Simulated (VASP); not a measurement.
Data:

```
CdRh2O4
1.0
    0.00000     4.40758     4.40758
    4.40758     0.00000     4.40758
    4.40758     4.40758     0.00000
Cd Rh O
2 4 8
Direct
  0.25000   0.25000   0.25000
  0.00000   0.00000   0.00000
  0.62500   0.62500   0.12500
  0.62500   0.12500   0.62500
  0.62500   0.62500   0.62500
  0.12500   0.62500   0.62500
  0.85682   0.85682   0.42954
  0.39318   0.82046   0.39318
  0.85682   0.85682   0.85682
  0.82046   0.39318   0.39318
  0.85682   0.42954   0.85682
  0.39318   0.39318   0.82046
  0.42954   0.85682   0.85682
  0.39318   0.39318   0.39318
```

Method: r2SCAN meta-GGA, VASP's PBE PAW potentials (set 64) (plane waves; VASP). Run with LREAL = Auto, 520 eV cut-off, 5×5×5 Γ-centred mesh, tetrahedra with Blöchl corrections, potentials Cd Rh_pv O.

Q: Give the energies of bands 55 to 68 at the high-symmetry points, in eV from the valence-band maximum.

A: 
| band | Γ | X | U | L | W |
|---|---|---|---|---|---|
| 55 | -2.13 | -1.10 | -1.21 | -1.50 | -0.99 |
| 56 | -2.13 | -1.10 | -0.94 | -1.50 | -0.99 |
| 57 | -1.14 | -0.84 | -0.91 | -0.84 | -0.91 |
| 58 | -1.14 | -0.84 | -0.86 | -0.81 | -0.91 |
| 59 | -1.14 | -0.74 | -0.84 | -0.81 | -0.83 |
| 60 | -0.83 | -0.74 | -0.71 | -0.68 | -0.83 |
| 61 | -0.68 | -0.46 | -0.48 | -0.50 | -0.39 |
| 62 | -0.68 | -0.46 | -0.36 | -0.50 | -0.39 |
| 63 | -0.68 | -0.17 | -0.28 | -0.39 | -0.13 |
| 64 | -0.36 | -0.17 | -0.12 | -0.39 | -0.13 |
| 65 | -0.36 | 0.00 | -0.08 | -0.27 | -0.09 |
| 66 | -0.36 | 0.00 | -0.05 | -0.20 | -0.09 |
| 67 | 1.60 | 1.28 | 1.55 | 2.11 | 1.67 |
| 68 | 2.53 | 1.28 | 1.67 | 2.49 | 1.67 |

The gap is indirect, 1.23 eV, from the valence maximum at X to the conduction minimum at Γ-X at 0.89.

The structure comes from a computed database's CdRh2O4 entry (Fd-3m); how it stands against other phases isn't given here. It was relaxed first.
